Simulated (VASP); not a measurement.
Input:

```
CELL_PARAMETERS angstrom
      0.00000     2.70183     2.70183
      2.70183     0.00000     2.70183
      2.70183     2.70183     0.00000
ATOMIC_POSITIONS crystal
  Cu 0.00000 0.00000 0.00000
  Cl 0.25000 0.25000 0.25000
```

These are optB88-vdW, VASP's PBE PAW potentials (set 64) (plane waves; VASP) values and carry that method's errors. Settings: 520 eV cut-off, Gaussian smearing of 0.050 eV, potentials Cu Cl.

Problem. Give the energies of bands 2 to 11 at the high-symmetry points, in eV from the valence-band maximum.

Solution. 
| band | Γ | X | U | L | W |
|---|---|---|---|---|---|
| 2 | -4.86 | -6.51 | -6.19 | -6.56 | -5.98 |
| 3 | -4.86 | -4.98 | -5.54 | -4.84 | -5.69 |
| 4 | -4.86 | -4.98 | -4.92 | -4.84 | -5.06 |
| 5 | -1.50 | -1.63 | -1.72 | -1.43 | -1.69 |
| 6 | -1.50 | -1.38 | -1.43 | -1.43 | -1.59 |
| 7 | 0.00 | -1.31 | -1.34 | -1.38 | -1.32 |
| 8 | 0.00 | -1.11 | -1.04 | -0.57 | -1.13 |
| 9 | 0.00 | -1.11 | -0.89 | -0.57 | -0.80 |
| 10 | 0.57 | 3.50 | 4.28 | 2.93 | 5.13 |
| 11 | 6.83 | 4.51 | 5.17 | 6.86 | 5.27 |

The gap is direct, 0.57 eV, from the valence maximum at Γ to the conduction minimum at Γ.

Measured: gap 3.39 eV at 2 K (computed value off by -2.82 eV), as given by arXiv:1206.3780.

The compound is CuCl in the zinc blende structure. It was relaxed first.
